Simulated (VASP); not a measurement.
Method: r2SCAN meta-GGA, VASP's PBE PAW potentials (set 64) (plane waves; VASP).

The input files of a VASP run:

INCAR:
```
EDIFFG = -0.03
ALGO = Normal
ISMEAR = 1
LMIXTAU = .True.
LMAXMIX = 6   ! l cut-off of mixed one-centre charges
LREAL = .False.   ! projection in real space or not
METAGGA = R2SCAN
NELMIN = 4
ENCUT = 400
EDIFF = 1E-5   ! SCF stop (eV)
LASPH = .True.
LDIPOL = .True.
NELM = 100
ISIF = 2   ! forces and stress, cell fixed
IDIPOL = 3
LCHARG = .False.
PREC = Normal
NSW = 50
IBRION = 2
DIPOL = 0.5 0.5 0.5
SIGMA = 0.1   ! width (eV)
SYSTEM = Ir(111) slab
LWAVE = .True.
```

POSCAR:
```
Ir(111) slab
1.0
  2.7237367894   0.0000000000   0.0000000000
 -1.3618683947   2.3588251338   0.0000000000
  0.0000000000   0.0000000000  26.1662712338
Ir
5
Cartesian
  1.3618697566   0.7862742583   8.6352881675
 -0.0000013619   1.5725508755  10.8592118922
  0.0000000000   0.0000000000  13.0831356169
  1.3618697566   0.7862742583  15.3070593416
 -0.0000013619   1.5725508755  17.5309830663
```

KPOINTS:
```
Automatic mesh
0
Gamma
12 12 1
0 0 0
```

POTCAR, in this order: Ir (PBE.64 set). Program: vasp_std.

Unless said otherwise, spin-orbit coupling is left out, though it shifts the bands of the heavy elements here.

### Question
What does the run give for the energy per atom (σ→0), band gap (on the k-mesh)?

### Answer

| Property | Result |
|---|---|
| energy per atom (σ→0) | -51.970 eV/atom |
| band gap (on the k-mesh) | none (metal, semimetal or under 0.01 eV) |

### OSZICAR
```
...
DAV:   1    -0.259850802556E+03    0.47450E-04   -0.52042E-02  1026   0.115E+00    0.386E-02
DAV:   2    -0.259850910357E+03   -0.10780E-03   -0.19021E-03  1629   0.335E-01    0.152E-01
DAV:   3    -0.259850858188E+03    0.52169E-04   -0.49063E-04  1598   0.227E-01    0.683E-02
DAV:   4    -0.259850891922E+03   -0.33734E-04   -0.15470E-05   694   0.360E-02    0.704E-02
DAV:   5    -0.259850960564E+03   -0.68641E-04   -0.38351E-05   983   0.615E-02    0.714E-02
DAV:   6    -0.259851002234E+03   -0.41671E-04   -0.12789E-04  1335   0.118E-01    0.282E-02
DAV:   7    -0.259851004492E+03   -0.22576E-05   -0.54467E-05  1069   0.668E-02
   9 F= -.25985100E+03 E0= -.25985072E+03  d E =-.142372E-03
```

The cell is a thin slab with vacuum, built from Ir (fcc): (111) face. VASP warned that the highest band is occupied, so more bands are needed.
